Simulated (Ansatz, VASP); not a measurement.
# GaSb in two plane-wave programs, part 2 of 2

Aim: how closely do two programs agree when they are given the same cell, functional and k mesh? The cell is taken from a series of runs on this material, whose earlier steps may have relaxed, scaled, displaced or heated it; both programs get it as it stands.

VASP 6.6.1 and Ansatz 0.2.0.

So far: Starting point; Ansatz: zone-centre phonons, PBEsol, pair 1; VASP: zone-centre phonons, PBEsol, pair 1; Differences.

### 5. Ansatz: zone-centre phonons, PBEsol, pair 2

Level of this step: Ansatz beside VASP: Kohn-Sham DFT, plane waves, PBEsol (Ansatz).

Second derivatives magnify differences that forces hide, and they need a tight electronic threshold. The cell compared in this pair holds 58.21 Å³, against 56.50 Å³ for the pair before.

The cell is taken from a series of runs on this material, whose earlier steps may have relaxed, scaled, displaced or heated it; both programs get it as it stands.

The input, input.yaml:

```yaml
crystal:
  lattice:
    - [0.0, 3.0760057797, 3.0760057797]
    - [3.0760057797, 0.0, 3.0760057797]
    - [3.0760057797, 3.0760057797, 0.0]
  atoms:
    - { symbol: Ga, position: [0.0, 0.0, 0.0] }
    - { symbol: Sb, position: [0.75, 0.75, 0.75] }
kpoints:
  mp_grid: { grid: [12, 12, 12] }
hamiltonian:
  xc: pbesol
  pseudopotentials: { kind: paw, azcp: { folder: soft_1 }, xc_functional: pbe }
scf:
  occupations: { method: methfessel_paxton, width: 0.2 }
output:
  eigenvalues: true
phonons:
  method: dfpt
```

Command:

```
ansatz run input.yaml --threads 4 --pin off --max-ram 10240MiB --backend cpu --events-out ev --progress --plain --runs-dir out
```

Numbers of over 12 decimals in the logs are rounded to 6 here.

The program printed:

```text
[...]
Crystal: 2 atoms, lattice volume = 58.209 Å³
Basis set: ecut = 420 eV, 1139 PW (Γ), exchange–correlation on 60×60×60 points (8 copies of the dense FFT grid, shifted against one another)
Bands: 18, of which v1, the nominal top of the filled ones, is band 14 counted from 1 (13 counted from 0)
Symmetry: 24 space group operations
k-points: 163 of 1728 (irreducible under 8 space group operations, time reversal used)
[...]
k-point 1: bands = [... 10 lower, -3.8577, 6.1028, 7.3411, 7.3411, 8.2614, 10.4010, 10.4010, 10.4641]
  k-point 2: bands = [... 10 lower, -3.6514, 4.7386, 7.0692, 7.0692, 8.3847, 10.7664, 10.7664, 11.3213]
  k-point 162: bands = [... 10 lower, -1.5060, 0.8570, 4.1682, 4.3873, 11.0643, 11.7074, 11.7968, 12.1722]
[...]
ASR residual: 1.243e-4 → 0.000e0 eV/Å²; symmetrization residual: 1.344e-7 eV/Å²
  ASR residual per site (eV/Å²): 1.24e-4 7.24e-5
  Γ frequencies (cm⁻¹): 0.00 0.00 0.00 212.54 212.54 212.54
[...]
[key lines of the parts left out:]
SCF converged after 9 iterations
Free energy (F): -10151.613032 eV
Fermi energy:    7.503765 eV
```

### 6. VASP: zone-centre phonons, PBEsol, pair 2

The same cell, functional, mesh and smearing now go to VASP, with its own data sets.

The input, INCAR:

```
SYSTEM = GaSb
PREC = Accurate
ENCUT = 500
EDIFF = 1E-08
NELM = 120
ISMEAR = 1
SIGMA = 0.2
LREAL = .FALSE.
ALGO = Normal
GGA = PS
NBANDS = 15
LORBIT = 11
LWAVE = .FALSE.
LCHARG = .FALSE.
ISIF = 2
IBRION = 8
LASPH = .TRUE.
GGA_COMPAT = .FALSE.
KPAR = 2
```

The input, POSCAR:

```
GaSb
1.0
    0.0000000000      3.0760057797      3.0760057797
    3.0760057797      0.0000000000      3.0760057797
    3.0760057797      3.0760057797      0.0000000000
Ga Sb
1 1
Direct
    0.0000000000      0.0000000000      0.0000000000
    0.7500000000      0.7500000000      0.7500000000
```

The input, KPOINTS:

```
Automatic mesh
0
Gamma
12 12 12
0 0 0
```

Potentials, in the order of the species: Ga_d and Sb (PBE family, release 64).

Command:

```
mpirun -np 2 vasp_std
```

The program printed:

```text
[banner, memory and clock lines left out]
running    2 mpi-ranks, on    1 nodes
[...]
[... a notice as in an earlier step ...]

 LDA part: xc-table for (Slater+PW92), standard interpolation
 POSCAR, INCAR and KPOINTS ok, starting setup
[...]
entering main loop
       N       E                     dE             d eps       ncg     rms          rms(c)
DAV:   1     0.807396623728E+02    0.80740E+02   -0.85055E+03  2200   0.143E+03
DAV:   2    -0.175273117217E+01   -0.82492E+02   -0.79759E+02  2482   0.304E+02
DAV:   3    -0.812991145637E+01   -0.63772E+01   -0.63515E+01  2601   0.686E+01
DAV:   4    -0.824493873628E+01   -0.11503E+00   -0.11501E+00  2634   0.103E+01
[...]
DAV:  13    -0.815186240036E+01    0.15968E-07   -0.36352E-08  2532   0.135E-03    0.418E-04
DAV:  14    -0.815186244822E+01   -0.47865E-07   -0.41971E-09  2242   0.746E-04    0.580E-05
DAV:  15    -0.815186244934E+01   -0.11141E-08   -0.46127E-10  1500   0.252E-04
   1 F= -.81518624E+01 E0= -.81520157E+01  d E =0.459754E-03
[...]
RMM:  15    -0.164765458025E+00   -0.76641E-08   -0.66024E-08 17329   0.498E-05    0.315E-06
 first order change of Fermi-energy  -0.22605E-05
 force on displaced ion       1 direction 1 :  -7.444   0.000   0.000
 Linear response progress:
  Degree of freedom:   2/  2
       N       E                     dE             d eps       ncg     rms          rms(c)
RMM:   1    -0.283575497711E-01   -0.28358E-01    0.69540E-03 16712   0.133E+00
RMM:   2    -0.257114885083E-01    0.26461E-02   -0.34363E-03 15394   0.364E-01    0.646E-02
RMM:   3    -0.256530597599E-01    0.58429E-04   -0.20821E-04 16885   0.979E-02    0.354E-02
RMM:   4    -0.256998786806E-01   -0.46819E-04   -0.49979E-05 16875   0.426E-02    0.429E-03
RMM:   5    -0.257086176801E-01   -0.87390E-05   -0.69655E-06 17723   0.147E-02    0.274E-03
RMM:   6    -0.257019335529E-01    0.66841E-05   -0.14471E-07 16611   0.479E-03    0.641E-04
RMM:   7    -0.257009555367E-01    0.97802E-06    0.28598E-09 17579   0.148E-03    0.250E-04
RMM:   8    -0.257002918123E-01    0.66372E-06   -0.28143E-08 16734   0.541E-04    0.573E-05
RMM:   9    -0.257002928539E-01   -0.10416E-08   -0.34212E-09 17195   0.202E-04    0.166E-05
 first order change of Fermi-energy   0.22012E-03
 force on displaced ion       2 direction 1 :  -7.449   0.000   0.000
 Linear response finished
```

OUTCAR, selected parts (step 6):

```text
  Total       -0.3249973     -0.3249973     -0.3249973     -0.0000000      0.0000000      0.0000000
  in kB       -8.9453826     -8.9453826     -8.9453826     -0.0000000      0.0000000      0.0000000
  external PRESSURE =      -8.9453826 kB  Pullay stress =       0.0000000 kB

 POSITION                                       TOTAL-FORCE (eV/Angst)
 -----------------------------------------------------------------------------------
      0.00000      0.00000      0.00000         0.000000      0.000000      0.000000
      4.61401      4.61401      4.61401        -0.000000      0.000000     -0.000000
 -----------------------------------------------------------------------------------
    total drift:                               -0.000000     -0.000000     -0.000000

[... 1 part as in an earlier step ...]

[... 1 further part left out ...]
```

### 7. Differences

What differs besides the data sets and the points named for the pairs above, as far as they apply: the data sets hold 28 valence electrons in Ansatz (on its PAW soft_1 files) and 18 in VASP. Total energies have different zeros and are not compared.

The two programs side by side:

```csv
quantity,Ansatz,VASP,difference
optical mode 1 to 3 (cm⁻¹),212.5,213.7,-0.55 %
```

Modes are paired by rising frequency, not by their patterns, so a pair may set unlike modes beside each other; they are those without the splitting of longitudinal modes.

### 8. Summary of results

```
r.m.s. difference of the optical zone-centre modes, each program's sorted by frequency (zone-centre phonons, PBEsol, pair 1) : 1.2 cm⁻¹
difference in optical mode 1 to 3 (zone-centre phonons, PBEsol, pair 1)                                                      : -0.5 %
r.m.s. difference of the optical zone-centre modes, each program's sorted by frequency (zone-centre phonons, PBEsol, pair 2) : 1.2 cm⁻¹
difference in optical mode 1 to 3 (zone-centre phonons, PBEsol, pair 2)                                                      : -0.5 %
```

**Reading.** The r.m.s. difference of the optical zone-centre modes, each program's sorted by frequency is 1.2 cm⁻¹ (zone-centre phonons, PBEsol, pair 1). The data sets hold unlike numbers of valence electrons (28 in Ansatz and 18 in VASP), so part of the differences comes from the potentials. Among the rows given in per cent, the largest difference of the zone-centre phonons, PBEsol, pair 1 pair is in optical mode 1 to 3, -0.5 %. Among the rows given in per cent, the largest difference of the zone-centre phonons, PBEsol, pair 2 pair is in optical mode 1 to 3, -0.5 %. How closely two codes agree says nothing of how well the functional describes the real material.

[Lines on the potential files, build, host, timing and source positions are cut from VASP's logs without a mark.]

[Logs are printed without paths, hosts, clocks, repeated set-up lines and the standing remarks that a program may print on its own settings, such as how far it seeks lower states.]

[Hosts, paths, dates, database ids (printed as entryN), source tags and the programs' standing remarks are cut or masked in the printed files.]
